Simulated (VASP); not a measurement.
```
CELL_PARAMETERS angstrom
      0.00000     1.88737     1.88737
      1.88737     0.00000     1.88737
      1.88737     1.88737     0.00000
ATOMIC_POSITIONS crystal
  Rh 0.00000 0.00000 0.00000
```

Method: PBEsol GGA, VASP's PBE PAW potentials (set 64) (plane waves; VASP 6.6.1). Run with 480 eV cut-off, 16×16×16 Γ-centred mesh, first-order Methfessel-Paxton smearing of 0.10 eV, potentials Rh_pv.

**Question.** The ions, cell shape and volume at an external pressure of 5.0 GPa are relaxed. Give the cell that the relaxation ends in.

**Answer.** 
```
CELL_PARAMETERS angstrom
      0.00000     1.87991     1.87991
      1.87991     0.00000     1.87991
      1.87991     1.87991     0.00000
ATOMIC_POSITIONS crystal
  Rh 0.00000 0.00000 0.00000
```
Space group Fm-3m (225), at a tolerance of 0.03 Å.

**Question.** How do energy and volume change from the first to the last step?

**Answer.** The energy (σ→0) changes by +3.1 meV/atom and the volume by -1.2 %, in 3 ionic steps.

```tsv
step	E(σ→0) (eV)	max force (eV/Å)	pressure (GPa)	volume (Å³)
1	-8.1362	0.000	1.23	13.45
2	-8.1031	0.000	16.91	12.84
3	-8.1331	0.000	4.96	13.29
```

The compound is Rh in the fcc structure. This run relaxes it under an external pressure of 5 GPa. Symmetry was kept, so distortions that lower it aren't found.
